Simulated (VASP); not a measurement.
Set up this calculation in VASP 6.6.1, as the native input.

| Property | Result |
| --- | --- |
| Task | single point |
| Functional | PBEsol |
| Potentials or basis | VASP PAW PBE potentials, release 64 (In_d, Sb) |
| Cutoff | 520 eV |
| k mesh | 12 × 12 × 12 |
| Occupations | gaussian, width 0.5 eV |
| Spin | no spin polarisation |
| Further INCAR settings | ALGO = Normal; EDIFF = 1e-06 |

The structure of InSb lies in POSCAR:

```
InSb
1.0
    0.0000000000      3.2604100000      3.2604100000
    3.2604100000      0.0000000000      3.2604100000
    3.2604100000      3.2604100000      0.0000000000
In Sb
1 1
Direct
    0.0000000000      0.0000000000      0.0000000000
    0.7500000000      0.7500000000      0.7500000000
```

The cell is a database's computed one.

These files were run (other wordings do the same):

INCAR

```
SYSTEM = InSb
PREC = Accurate
ENCUT = 520
EDIFF = 1E-6
ISMEAR = 0
SIGMA = 0.5
LREAL = .FALSE.
LASPH = .TRUE.
NELM = 100
ALGO = Normal
ISIF = 2
LWAVE = .FALSE.
LCHARG = .FALSE.
GGA = PS
```

KPOINTS

```
regular mesh
0
G
  12 12 12
  0 0 0
```

Potentials or basis: VASP PAW PBE potentials, release 64 (In_d, Sb).

The run is started by

```sh
$ cat potpaw_PBE.64/In_d/POTCAR potpaw_PBE.64/Sb/POTCAR > POTCAR
$ mpirun -np 1 vasp_std > vasp.out
```

Results of the run:

```yaml
Pressure: 0.0 GPa
Band_gap_on_the_k_mesh: none (metal or under the smearing width)
```

Caveat: the PAW data sets were made with another functional, which shifts forces and pressure a little; this crystal is a semiconductor, whose small gap the functional closes, so the metal is an error of the method.

It took 31 s on 1 thread of Intel(R) Xeon(R) Platinum 8488C (Sapphire Rapids) (shared host), peak memory 0.25 GiB.
